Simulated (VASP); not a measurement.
All values below come from PW91 GGA, VASP's PBE PAW potentials (set 64) (plane waves; VASP).

VASP ran on this input.

KPOINTS:
```
Automatic mesh
0
Gamma
10 10 10
0 0 0
```

POSCAR:
```
Ba
1
   -2.5030755854     2.5030755854     2.5030755854
    2.5030755854    -2.5030755854     2.5030755854
    2.5030755854     2.5030755854    -2.5030755854
Ba
1
Direct
  0.0000000000   0.0000000000   0.0000000000
```

INCAR:
```
SYSTEM = Ba
PREC = Accurate
ENCUT = 520
EDIFF = 1E-7
NELM = 100
ALGO = Normal
LREAL = .FALSE.
LASPH = .TRUE.
ISMEAR = 1
SIGMA = 0.1
GGA = 91
LMAXMIX = 4
LWAVE = .FALSE.
LCHARG = .FALSE.
ISIF = 2
```

POTCAR, in this order: Ba_sv (PBE.64 set). Program: vasp_std.

The run wrote:

**OSZICAR**
```
       N       E                     dE             d eps       ncg     rms          rms(c)
DAV:   1     0.586158613348E+02    0.58616E+02   -0.43852E+03   846   0.919E+02
DAV:   2     0.564719415746E+00   -0.58051E+02   -0.56989E+02  1029   0.149E+02
DAV:   3    -0.186787398586E+01   -0.24326E+01   -0.24241E+01  1019   0.362E+01
DAV:   4    -0.193443351876E+01   -0.66560E-01   -0.66443E-01  1346   0.526E+00
DAV:   5    -0.193540748915E+01   -0.97397E-03   -0.97354E-03  1141   0.424E-01    0.174E+00
DAV:   6    -0.193391044847E+01    0.14970E-02   -0.41177E-03  1127   0.706E-01    0.103E+00
DAV:   7    -0.193400679830E+01   -0.96350E-04   -0.90638E-03   949   0.114E+00    0.512E-02
DAV:   8    -0.193427767701E+01   -0.27088E-03   -0.45713E-04  1353   0.153E-01    0.367E-02
DAV:   9    -0.193428068476E+01   -0.30078E-05   -0.18282E-05  1087   0.383E-02    0.634E-03
DAV:  10    -0.193428208132E+01   -0.13966E-05   -0.10271E-06  1405   0.804E-03    0.394E-03
DAV:  11    -0.193428196680E+01    0.11452E-06   -0.10959E-06   924   0.140E-02    0.695E-04
DAV:  12    -0.193428188451E+01    0.82286E-07   -0.43630E-08   628   0.212E-03
   1 F= -.19342819E+01 E0= -.19340523E+01  d E =-.688702E-03
```

OUTCAR:
```
------------------------ aborting loop because EDIFF is reached ----------------------------------------
  FORCE on cell =-STRESS in cart. coord.  units (eV):
  Direction    XX          YY          ZZ          XY          YZ          ZX
  --------------------------------------------------------------------------------------
  Total       -0.0038468     -0.0038468     -0.0038468      0.0000000      0.0000000      0.0000000
  in kB       -0.0982501     -0.0982501     -0.0982501      0.0000000      0.0000000      0.0000000
  external PRESSURE =      -0.0982501 kB  Pullay stress =       0.0000000 kB
  volume of cell :       62.73
      direct lattice vectors                 reciprocal lattice vectors
    -2.503075585  2.503075585  2.503075585     0.000000000  0.199754255  0.199754255
     2.503075585 -2.503075585  2.503075585     0.199754255  0.000000000  0.199754255
     2.503075585  2.503075585 -2.503075585     0.199754255  0.199754255  0.000000000
 POSITION                                       TOTAL-FORCE (eV/Angst)
 -----------------------------------------------------------------------------------
      0.00000      0.00000      0.00000        -0.000000      0.000000     -0.000000
 -----------------------------------------------------------------------------------
    total drift:                                0.000000      0.000000     -0.000000
  FREE ENERGIE OF THE ION-ELECTRON SYSTEM (eV)
  ---------------------------------------------------
  free  energy   TOTEN  =        -1.9342818845 eV

  energy  without entropy=       -1.9335931829  energy(sigma->0) =       -1.93405232
```
(Selected blocks of OUTCAR.)

The compound is Ba in the bcc structure. It was relaxed first.
